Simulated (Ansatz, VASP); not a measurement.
# Cross-check of Ta8Si5N8O10 (amorphous SiO2 against TaN(100), 8.7 A) between VASP and Ansatz

Wanted: the spread between two codes on one cell, functional and k mesh. Of the first pair: The structure shown is the start of the Ansatz relaxation below; VASP solves that cell, so the two are compared at the walk's first step.

Main program and level: Ansatz 0.2.0; plane waves, with VASP 6.6.1 beside it; single point at PBE.

### 1. The structure

The cell holds 93 atoms: 24 Ta, 24 N, 15 Si and 30 O. Cell: a = 8.820 Å, b = 8.820 Å, c = 15.378 Å, α = 90.0°, β = 90.0°, γ = 90.0°. It derives from TaN (3 planes of rocksalt TaN(100)). A slab of 3 planes of rocksalt TaN(100) (starting lattice constant a = 4.41 A), 8.82 x 8.82 A in plane. 45 atoms (15 Si, 30 O) packed at random between the slab and its periodic image at 2.2 g/cm^3 (a layer of 8.7 A) and pushed apart as soft spheres. Langevin MD at fixed cell with the MACE-MP-0b2 small potential (Batatia et al., arXiv:2401.00096), steps of 1.5 fs: 0.63 ps at 3200 K with the crystal held, 3200 to 1100 K in 1.8 ps with the crystal held, 1100 to 300 K in 0.9 ps with its inner planes held; soft walls kept the melt out of the crystal while it was held. Then all atoms and the cell's height relaxed. The structure's axis is c.

### 2. Ansatz: relaxation, PBE

Ansatz runs on its default PAW (the set named soft_2) files.

The two programs are compared at the cell with which this relaxation starts, whose forces are those of its first step.

input.yaml

```yaml
crystal:
  lattice:
    - [8.82, 0.0, 0.0]
    - [0.0, 8.82, 0.0]
    - [0.0, 0.0, 15.3777]
  atoms:
    - { symbol: Ta, position: [0.00988, 0.98362, 0.19446] }
    - { symbol: "N", position: [0.2568, 0.99786, 0.20051] }
    - { symbol: Ta, position: [0.0142, 0.24904, 0.06421] }
    - { symbol: "N", position: [0.25209, 0.26022, 0.018] }
    - { symbol: Ta, position: [0.24572, 0.99928, 0.05942] }
    - { symbol: "N", position: [0.98778, 0.0006, 0.05841] }
    - { symbol: Ta, position: [0.24843, 0.24693, 0.19781] }
    - { symbol: "N", position: [0.99218, 0.23279, 0.20372] }
    - { symbol: Ta, position: [0.00507, 0.24014, 0.34753] }
    - { symbol: "N", position: [0.2578, 0.23541, 0.33858] }
    - { symbol: Ta, position: [0.25182, 0.98472, 0.34121] }
    - { symbol: "N", position: [0.99249, 0.98817, 0.33808] }
    - { symbol: Ta, position: [0.01423, 0.48185, 0.19003] }
    - { symbol: "N", position: [0.25822, 0.49657, 0.19369] }
    - { symbol: Ta, position: [0.00844, 0.75417, 0.05712] }
    - { symbol: "N", position: [0.25164, 0.75148, 0.02227] }
    - { symbol: Ta, position: [0.241, 0.50491, 0.05412] }
    - { symbol: "N", position: [0.98638, 0.49936, 0.05243] }
    - { symbol: Ta, position: [0.23596, 0.74567, 0.19421] }
    - { symbol: "N", position: [0.97923, 0.73276, 0.19459] }
    - { symbol: Ta, position: [0.01715, 0.74925, 0.32813] }
    - { symbol: "N", position: [0.25224, 0.72648, 0.33454] }
    - { symbol: Ta, position: [0.25371, 0.4802, 0.36869] }
    - { symbol: "N", position: [0.00611, 0.48792, 0.33372] }
    - { symbol: Ta, position: [0.50573, 0.99075, 0.19626] }
    - { symbol: "N", position: [0.75819, 0.00113, 0.20119] }
    - { symbol: Ta, position: [0.48712, 0.24502, 0.068] }
    - { symbol: "N", position: [0.74922, 0.24496, 0.06161] }
    - { symbol: Ta, position: [0.73501, 0.99943, 0.05646] }
    - { symbol: "N", position: [0.49385, 0.98921, 0.05598] }
    - { symbol: Ta, position: [0.73957, 0.25364, 0.19873] }
    - { symbol: "N", position: [0.49686, 0.23912, 0.20865] }
    - { symbol: Ta, position: [0.52138, 0.24995, 0.35551] }
    - { symbol: "N", position: [0.75996, 0.23466, 0.33951] }
    - { symbol: Ta, position: [0.73103, 0.96447, 0.34279] }
    - { symbol: "N", position: [0.49546, 0.99454, 0.34402] }
    - { symbol: Ta, position: [0.50514, 0.48954, 0.18907] }
    - { symbol: "N", position: [0.76038, 0.49935, 0.1925] }
    - { symbol: Ta, position: [0.51147, 0.72946, 0.03996] }
    - { symbol: "N", position: [0.7547, 0.74367, 0.04796] }
    - { symbol: Ta, position: [0.73866, 0.48449, 0.0501] }
    - { symbol: "N", position: [0.49283, 0.48667, 0.04741] }
    - { symbol: Ta, position: [0.72649, 0.74874, 0.18667] }
    - { symbol: "N", position: [0.4812, 0.74029, 0.1827] }
    - { symbol: Ta, position: [0.49319, 0.74416, 0.32059] }
    - { symbol: "N", position: [0.75759, 0.73385, 0.32022] }
    - { symbol: Ta, position: [0.74788, 0.49248, 0.33486] }
    - { symbol: "N", position: [0.50036, 0.49252, 0.33617] }
    - { symbol: Si, position: [0.43361, 0.05146, 0.7156] }
    - { symbol: Si, position: [0.73271, 0.04224, 0.82732] }
    - { symbol: Si, position: [0.21352, 0.74422, 0.90528] }
    - { symbol: Si, position: [0.92784, 0.73569, 0.80855] }
    - { symbol: Si, position: [0.15552, 0.28074, 0.73774] }
    - { symbol: Si, position: [0.20008, 0.19494, 0.90965] }
    - { symbol: Si, position: [0.33649, 0.71554, 0.6652] }
    - { symbol: Si, position: [0.97449, 0.17476, 0.57376] }
    - { symbol: Si, position: [0.60411, 0.54836, 0.85521] }
    - { symbol: Si, position: [0.28842, 0.4607, 0.81018] }
    - { symbol: Si, position: [0.94361, 0.32487, 0.82718] }
    - { symbol: Si, position: [0.80297, 0.72337, 0.50457] }
    - { symbol: Si, position: [0.64374, 0.58212, 0.65285] }
    - { symbol: Si, position: [0.11911, 0.86647, 0.53532] }
    - { symbol: Si, position: [0.62304, 0.24129, 0.5799] }
    - { symbol: O, position: [0.48211, 0.64355, 0.61516] }
    - { symbol: O, position: [0.66502, 0.60661, 0.75817] }
    - { symbol: O, position: [0.22599, 0.01207, 0.92682] }
    - { symbol: O, position: [0.53315, 0.69163, 0.91051] }
    - { symbol: O, position: [0.55803, 0.05918, 0.79286] }
    - { symbol: O, position: [0.55957, 0.25951, 0.4803] }
    - { symbol: O, position: [0.01792, 0.76387, 0.91477] }
    - { symbol: O, position: [0.19426, 0.74669, 0.60153] }
    - { symbol: O, position: [0.82222, 0.89084, 0.79229] }
    - { symbol: O, position: [0.50263, 0.12954, 0.62812] }
    - { symbol: O, position: [0.00838, 0.22799, 0.47359] }
    - { symbol: O, position: [0.03104, 0.99836, 0.58851] }
    - { symbol: O, position: [0.23992, 0.94093, 0.46846] }
    - { symbol: O, position: [0.2602, 0.48537, 0.48226] }
    - { symbol: O, position: [0.72502, 0.03157, 0.93188] }
    - { symbol: O, position: [0.01006, 0.23493, 0.92353] }
    - { symbol: O, position: [0.76266, 0.56168, 0.45793] }
    - { symbol: O, position: [0.64385, 0.40199, 0.63152] }
    - { symbol: O, position: [0.22204, 0.54058, 0.90434] }
    - { symbol: O, position: [0.73826, 0.46717, 0.91352] }
    - { symbol: O, position: [0.05959, 0.28385, 0.64423] }
    - { symbol: O, position: [0.82228, 0.19259, 0.79249] }
    - { symbol: O, position: [0.71728, 0.87478, 0.46743] }
    - { symbol: O, position: [0.77908, 0.68613, 0.60891] }
    - { symbol: O, position: [0.39438, 0.87324, 0.70632] }
    - { symbol: O, position: [0.27593, 0.59713, 0.73774] }
    - { symbol: O, position: [0.46962, 0.42475, 0.83169] }
    - { symbol: O, position: [0.98974, 0.75993, 0.48026] }
    - { symbol: O, position: [0.27225, 0.13307, 0.73651] }
    - { symbol: O, position: [0.79083, 0.16569, 0.58408] }
kpoints:
  mp_grid: { grid: [2, 2, 1] }
hamiltonian:
  xc: pbe
scf:
  occupations: { method: fermi_dirac, width: 0.1 }
output:
  forces: true
relax:
  f_tol: 0.08
  max_steps: 90
  cell: { fix: [a, b, alpha, beta, gamma] }
```

Launch:

```bash
$ ansatz run input.yaml --threads 4 --pin off --max-ram 8192MiB --backend cpu --events-out ev --progress --plain --runs-dir out
```

Numbers of over 12 decimals in the logs are rounded to 6 here.

What it wrote:

```text
Engine: ansatz 0.2.0, aarch64-unknown-linux-gnu
Pseudopotentials: kind: paw
Pseudopotential: Ta, paw, valence charge 13, recommended cutoff 420 eV (normal), Ta.paw.azcp
Pseudopotential: N, paw, valence charge 5, recommended cutoff 420 eV (normal), N.paw.azcp
Pseudopotential: Si, paw, valence charge 4, recommended cutoff 420 eV (normal), Si.paw.azcp
Pseudopotential: O, paw, valence charge 6, recommended cutoff 420 eV (normal), O.paw.azcp
Functional definition: PBE
  parameter kappa = 0.804
  parameter beta = 0.066725
  exchange = pbe_x(kappa = kappa, mu = beta*pi^2/3)
  correlation = pbe_c(beta = beta)
Crystal: 93 atoms, lattice volume = 1196.268 Å³
Basis set: ecut = 420 eV, 23347 PW (Γ), exchange–correlation on 120×120×216 points (8 copies of the dense FFT grid, shifted against one another)
Bands: 429, of which v1, the nominal top of the filled ones, is band 336 counted from 1 (335 counted from 0)
Symmetry: 1 space group operations
Space group: P1 (ITA 1), of the structure as read, at distance tolerance 1.1e-4 Å
k-points: 4
Non-local potential: Ta, projectors of the file, l = 0: 3, l = 1: 2, l = 2: 2, l = 3: 1
Non-local potential: N, projectors of the file, l = 0: 2, l = 1: 2, l = 2: 1
Non-local potential: Si, projectors of the file, l = 0: 2, l = 1: 2, l = 2: 2
Non-local potential: O, projectors of the file, l = 0: 2, l = 1: 2, l = 2: 1
PAW form: soft (Blöchl's): semilocal exchange-correlation on the pseudo side does not see the compensation charge
PAW one-centre angular grid: Ta, 590 points (default); XC on 64 Gauss nodes
PAW one-centre angular grid: N, 110 points (default); XC on 64 Gauss nodes
PAW one-centre angular grid: Si, 110 points (default); XC on 64 Gauss nodes
PAW one-centre angular grid: O, 110 points (default); XC on 64 Gauss nodes
Initial density: superposition of atomic densities (neutral atoms: chi_scale 0, normalization atom), corrected by the library's trained network
Initial wavefunctions: pseudopotential atomic-orbital guess
Functional: x = pbe(κ = 0.804, μ = 0.219515), c = pbe(β = 0.066725)
SCF iter   1: F=—  HF=-274225.912569 eV  |F-HF|=—  |Δ(HF+E_count)|=         —  Δρ=7.60e-3  dr2=2.83e0  ethr=1.77e-3  ⟨swp⟩=7.0  Hψ=7791  notcnv=0  defer=107
preconditioner: auto → LDOS  [metal: Δε(μ)=0.026 eV  Ē_g=11.182 eV  σ=0.100 eV  W_gap=0.06  n_scr=304 (ndim 8)  ℏωp=23.5 eV  f_vac=0.117  D(μ)=23.29/eV (n_scr^D=132)  β→1.0]
SCF iter   2: F=—  HF=-274225.674659 eV  |F-HF|=—  |Δ(HF+E_count)|=   2.38e-1  Δρ=4.43e-3  dr2=3.98e-1  ethr=4.22e-4  ⟨swp⟩=2.0  Hψ=3043  notcnv=0  defer=149
SCF iter   3: F=—  HF=-274225.634877 eV  |F-HF|=—  |Δ(HF+E_count)|=   3.98e-2  Δρ=3.53e-3  dr2=1.86e-1  ethr=5.92e-5  ⟨swp⟩=3.2  Hψ=2917  notcnv=0  defer=149
SCF iter   4: F=—  HF=-274225.610509 eV  |F-HF|=—  |Δ(HF+E_count)|=   2.44e-2  Δρ=1.55e-3  dr2=4.35e-2  ethr=2.77e-5  ⟨swp⟩=3.0  Hψ=3068  notcnv=0  defer=149
SCF iter   5: F=—  HF=-274225.604403 eV  |F-HF|=—  |Δ(HF+E_count)|=   6.11e-3  Δρ=4.46e-4  dr2=4.08e-3  ethr=6.48e-6  ⟨swp⟩=2.0  Hψ=2626  notcnv=0  defer=125
SCF iter   6: F=—  HF=-274225.604043 eV  |F-HF|=—  |Δ(HF+E_count)|=   3.60e-4  Δρ=2.61e-4  dr2=1.29e-3  ethr=6.07e-7  ⟨swp⟩=2.0  Hψ=2501  notcnv=0  defer=125
SCF iter   7: F=—  HF=-274225.603911 eV  |F-HF|=—  |Δ(HF+E_count)|=   1.32e-4  Δρ=1.36e-4  dr2=3.84e-4  ethr=1.91e-7  ⟨swp⟩=2.0  Hψ=2522  notcnv=0  defer=125
SCF iter   8: F=—  HF=-274225.603872 eV  |F-HF|=—  |Δ(HF+E_count)|=   3.83e-5  Δρ=7.83e-5  dr2=1.08e-4  ethr=5.71e-8  ⟨swp⟩=2.0  Hψ=2535  notcnv=0  defer=125
SCF iter   9: F=—  HF=-274225.603877 eV  |F-HF|=—  |Δ(HF+E_count)|=   4.80e-6  Δρ=4.04e-5  dr2=2.45e-5  ethr=1.60e-8  ⟨swp⟩=2.0  Hψ=2537  notcnv=0  defer=125
SCF iter  10: F=—  HF=-274225.603784 eV  |F-HF|=—  |Δ(HF+E_count)|=   9.32e-5  Δρ=2.09e-5  dr2=5.72e-6  ethr=3.65e-9  ⟨swp⟩=2.0  Hψ=2974  notcnv=0  defer=121
SCF iter  11: F=—  HF=-274225.603784 eV  |F-HF|=—  |Δ(HF+E_count)|=   8.87e-8  Δρ=8.36e-6  dr2=7.91e-7  ethr=8.51e-10  ⟨swp⟩=2.0  Hψ=2534  notcnv=0  defer=121
SCF iter  12: F=—  HF=-274225.603784 eV  |F-HF|=—  |Δ(HF+E_count)|=   1.16e-7  Δρ=3.77e-6  dr2=1.62e-7  ethr=1.18e-10  ⟨swp⟩=2.0  Hψ=2537  notcnv=0  defer=121
SCF iter  13: F=-274225.603784 eV  HF=-274225.603784 eV  |F-HF|=1.51e-8  |Δ(HF+E_count)|=   1.66e-8  Δρ=1.36e-6  dr2=2.66e-8  ethr=1.49e-11  ⟨swp⟩=5.0  Hψ=5244  notcnv=0
SCF 1 converged in 13 iterations: F = -274225.603784 eV  dr2 = 2.66e-8
  greatest PAW one-centre occupation: 0.999 electrons in one spin orbital (limit 2), on the Ta atom at site 22 (counted from 0), in its partial waves of l = 0
relax step   1: F+E_penalty+E_count = -274225.60378404 eV  Δ(F+E_penalty+E_count) = +0.000e0 eV  max|allowed force component| = 1.312e0 eV/Å  Δτ_max = 0.0000 Å  P = -2.130 GPa  Ω = 1196.268 Å³  fix = [a, b, alpha, beta, gamma]  reactions: a -2.797, b -5.729 GPa; alpha -0.880, beta +1.308, gamma -0.343 GPa/rad  (13 SCF iters, dr2 threshold 1.00e-7 eV, accepted)
[...]
atom  85  O     -0.00333903    -0.00939786    -0.01077665
  atom  86  O      0.00489033    -0.00468496     0.00706945
  atom  87  O      0.00566541     0.00605509     0.00585211
  atom  88  O      0.00358095    -0.00451343    -0.00627288
  atom  89  O     -0.00901041     0.01228517    -0.00306789
  atom  90  O      0.01231082    -0.00967646     0.00329040
  atom  91  O      0.00720604    -0.00022365     0.00362775
  atom  92  O      0.00404945    -0.00063488    -0.01284413
  atom  93  O     -0.01443629     0.00959039    -0.02595278
  max |Σ_I F_I| component: 2.50e-5 eV/Å
--- Stress (GPa, compression-positive) ---
       -4.959014       0.415649      -1.875350
        0.415648      -7.320863       0.800772
       -1.875349       0.800771      -0.011924
  P = ⅓ Tr σ = -4.0973 GPa (-40.973 kbar)
--- Relaxed structure (21 steps of the walk, 17 accepted, 1 SCFs on fresh bases) ---
  F+E_penalty+E_count = -274228.98858384 eV   max|allowed force component| = 3.907e-2 eV/Å   (the final SCF, on the basis selected at the relaxed cell)
  cell:  # Å, volume = 1194.6736 Å³
    - [8.82, 0, 0]
    - [0, 8.82, 0]
    - [0, 0, 15.357202]
  atoms:
    - { symbol: Ta, position: [0.00345022, 0.988816, 0.202868] }
    - { symbol: N, position: [0.252207, 0.990020, 0.201884] }
    - { symbol: Ta, position: [0.0057606, 0.244451, 0.064512] }
    - { symbol: N, position: [0.246948, 0.238570, -0.00308981] }
    - { symbol: Ta, position: [0.242459, 1.014023, 0.060423] }
    - { symbol: N, position: [0.990856, -0.00547657, 0.059567] }
    - { symbol: Ta, position: [0.247154, 0.250375, 0.192327] }
    - { symbol: N, position: [0.996787, 0.239316, 0.209085] }
    - { symbol: Ta, position: [-0.00416304, 0.238908, 0.356547] }
    - { symbol: N, position: [0.258207, 0.237461, 0.340237] }
    - { symbol: Ta, position: [0.249033, 0.993804, 0.344971] }
    - { symbol: N, position: [0.998418, 0.987484, 0.349501] }
    - { symbol: Ta, position: [0.000507968, 0.491158, 0.196807] }
    - { symbol: N, position: [0.251999, 0.493614, 0.192680] }
    - { symbol: Ta, position: [-0.022824, 0.745586, 0.048474] }
    - { symbol: N, position: [0.236352, 0.750618, 0.040373] }
    - { symbol: Ta, position: [0.243197, 0.470411, 0.040331] }
    - { symbol: N, position: [0.998737, 0.495664, 0.049760] }
    - { symbol: Ta, position: [0.235053, 0.730268, 0.191610] }
    - { symbol: N, position: [0.982632, 0.740106, 0.189753] }
    - { symbol: Ta, position: [0.017594, 0.738733, 0.329359] }
    - { symbol: N, position: [0.258445, 0.731020, 0.335191] }
    - { symbol: Ta, position: [0.257557, 0.482554, 0.370760] }
    - { symbol: N, position: [0.011119, 0.487631, 0.340741] }
    - { symbol: Ta, position: [0.497540, 0.990073, 0.195927] }
    - { symbol: N, position: [0.751217, -0.013859, 0.203573] }
    - { symbol: Ta, position: [0.478283, 0.239250, 0.061152] }
    - { symbol: N, position: [0.742466, 0.241901, 0.070289] }
    - { symbol: Ta, position: [0.739766, 0.992636, 0.055087] }
    - { symbol: N, position: [0.486703, 0.985990, 0.046232] }
    - { symbol: Ta, position: [0.744161, 0.237191, 0.212875] }
    - { symbol: N, position: [0.496213, 0.239208, 0.199494] }
    - { symbol: Ta, position: [0.524937, 0.240092, 0.355216] }
    - { symbol: N, position: [0.764218, 0.235879, 0.365830] }
    - { symbol: Ta, position: [0.751595, 0.982297, 0.346366] }
    - { symbol: N, position: [0.501138, 0.989620, 0.344033] }
    - { symbol: Ta, position: [0.505255, 0.487195, 0.192659] }
    - { symbol: N, position: [0.752426, 0.489591, 0.198153] }
    - { symbol: Ta, position: [0.522026, 0.736139, 0.036600] }
    - { symbol: N, position: [0.751974, 0.742575, 0.027570] }
    - { symbol: Ta, position: [0.747563, 0.494069, 0.056190] }
    - { symbol: N, position: [0.491457, 0.485277, 0.046458] }
    - { symbol: Ta, position: [0.738181, 0.739773, 0.176851] }
    - { symbol: N, position: [0.484647, 0.738780, 0.183307] }
    - { symbol: Ta, position: [0.495237, 0.740899, 0.320697] }
    - { symbol: N, position: [0.745950, 0.737185, 0.316909] }
    - { symbol: Ta, position: [0.751223, 0.489392, 0.339954] }
    - { symbol: N, position: [0.498895, 0.491099, 0.337959] }
    - { symbol: Si, position: [0.443788, 0.053424, 0.711866] }
    - { symbol: Si, position: [0.721621, 0.050656, 0.829060] }
    - { symbol: Si, position: [0.212428, 0.794141, 0.906206] }
    - { symbol: Si, position: [0.948717, 0.772125, 0.798740] }
    - { symbol: Si, position: [0.155966, 0.268752, 0.749604] }
    - { symbol: Si, position: [0.156403, 0.178327, 0.896257] }
    - { symbol: Si, position: [0.342380, 0.717078, 0.663051] }
    - { symbol: Si, position: [0.983633, 0.172456, 0.575912] }
    - { symbol: Si, position: [0.607644, 0.545535, 0.850292] }
    - { symbol: Si, position: [0.291511, 0.469668, 0.810266] }
    - { symbol: Si, position: [0.896795, 0.346233, 0.841476] }
    - { symbol: Si, position: [0.806576, 0.729574, 0.503562] }
    - { symbol: Si, position: [0.650805, 0.582743, 0.649359] }
    - { symbol: Si, position: [0.122655, 0.862660, 0.534545] }
    - { symbol: Si, position: [0.633709, 0.245110, 0.574161] }
    - { symbol: O, position: [0.483334, 0.633227, 0.615200] }
    - { symbol: O, position: [0.674918, 0.602388, 0.755689] }
    - { symbol: O, position: [0.197588, -0.00461883, 0.922293] }
    - { symbol: O, position: [0.542781, 0.685668, 0.908264] }
    - { symbol: O, position: [0.544693, 0.046253, 0.800907] }
    - { symbol: O, position: [0.539547, 0.255296, 0.482152] }
    - { symbol: O, position: [0.00718319, 0.769864, 0.912988] }
    - { symbol: O, position: [0.197270, 0.740950, 0.600143] }
    - { symbol: O, position: [0.829318, 0.914085, 0.788427] }
    - { symbol: O, position: [0.536360, 0.130908, 0.634107] }
    - { symbol: O, position: [0.037512, 0.235833, 0.480396] }
    - { symbol: O, position: [0.033952, 0.993660, 0.588255] }
    - { symbol: O, position: [0.244123, 0.941366, 0.469013] }
    - { symbol: O, position: [0.262641, 0.491607, 0.482600] }
    - { symbol: O, position: [0.733003, 0.031215, 0.932123] }
    - { symbol: O, position: [-0.020904, 0.240242, 0.929169] }
    - { symbol: O, position: [0.758063, 0.567200, 0.460479] }
    - { symbol: O, position: [0.663807, 0.406513, 0.623221] }
    - { symbol: O, position: [0.224266, 0.502807, 0.909738] }
    - { symbol: O, position: [0.753755, 0.457812, 0.903201] }
    - { symbol: O, position: [0.049519, 0.269498, 0.658982] }
    - { symbol: O, position: [0.786995, 0.214985, 0.797457] }
    - { symbol: O, position: [0.731632, 0.886273, 0.466842] }
    - { symbol: O, position: [0.778411, 0.698614, 0.607666] }
    - { symbol: O, position: [0.405289, 0.879251, 0.692192] }
    - { symbol: O, position: [0.289993, 0.618990, 0.747134] }
    - { symbol: O, position: [0.472743, 0.422514, 0.828877] }
    - { symbol: O, position: [0.994925, 0.754753, 0.478767] }
    - { symbol: O, position: [0.285521, 0.140509, 0.722074] }
    - { symbol: O, position: [0.800981, 0.169978, 0.569676] }
```

[end of part 1 of 2]

[Lines on the potential files, build, host, timing and source positions are cut from VASP's logs without a mark.]

[Logs are printed without paths, hosts, clocks, repeated set-up lines and the standing remarks that a program may print on its own settings, such as how far it seeks lower states.]

[Hosts, paths, dates, database ids (printed as entryN), source tags and the programs' standing remarks are cut or masked in the printed files.]
